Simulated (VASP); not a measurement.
An input for Ansatz (written as the equivalent of a VASP run, and not itself run):

Ansatz 0.2 input:
```yaml
crystal:
  lattice:
    - [0.0000000, 2.8739600, 2.8739600]
    - [2.8739600, 0.0000000, 2.8739600]
    - [2.8739600, 2.8739600, 0.0000000]
  atoms:
    - { symbol: Cd, position: [0.0000000, 0.0000000, 0.0000000] }
    - { symbol: Se, position: [0.5000000, 0.5000000, 0.5000000] }
kpoints:
  mp_grid: { grid: [10, 10, 10] }
hamiltonian:
  xc: r2scan
  pseudopotentials: { kind: paw }
scf:
  occupations: { method: methfessel_paxton, width: 0.1 }
  max_iter: 100
relax:
  max_steps: 60
  f_tol: 0.01
  cell: {}
output: { forces: true, stress: true, eigenvalues: true }
```

Task: Translate this input to VASP (INCAR, KPOINTS, POSCAR, choice of POTCAR).

Result: One answer among several that fit: 
POSCAR:
```
CdSe
1
    0.0000000000     2.8739600000     2.8739600000
    2.8739600000     0.0000000000     2.8739600000
    2.8739600000     2.8739600000     0.0000000000
Cd Se
1 1
Direct
  0.0000000000   0.0000000000   0.0000000000
  0.5000000000   0.5000000000   0.5000000000
```

**KPOINTS**
```
Automatic mesh
0
G
10 10 10
0 0 0
```

**INCAR**
```
SYSTEM = CdSe
PREC = Accurate
ENCUT = 400
EDIFF = 1E-6
NELM = 100
ALGO = Normal
LREAL = .FALSE.
LASPH = .TRUE.
ISMEAR = 1
SIGMA = 0.1
METAGGA = R2SCAN
LMIXTAU = .TRUE.
LMAXMIX = 4
LWAVE = .FALSE.
LCHARG = .FALSE.
IBRION = 2
ISIF = 3
NSW = 60
EDIFFG = -0.01
```

POTCAR, in this order: Cd Se (PBE.64 set). Program: vasp_std.

The two are equivalent in intent, not identical: each code has its own PAW files, so the cut-off isn't converted (ENCUT is set for VASP's; basis.ecutwfc is left out, and Ansatz then takes the one that its files recommend); Ansatz stops its SCF on the density residual and VASP on the energy change (EDIFF).

The structure comes from a computed database's CdSe entry (Fm-3m); how it stands against other phases isn't given here. This run relaxes it. Symmetry was kept, so distortions that lower it aren't found.
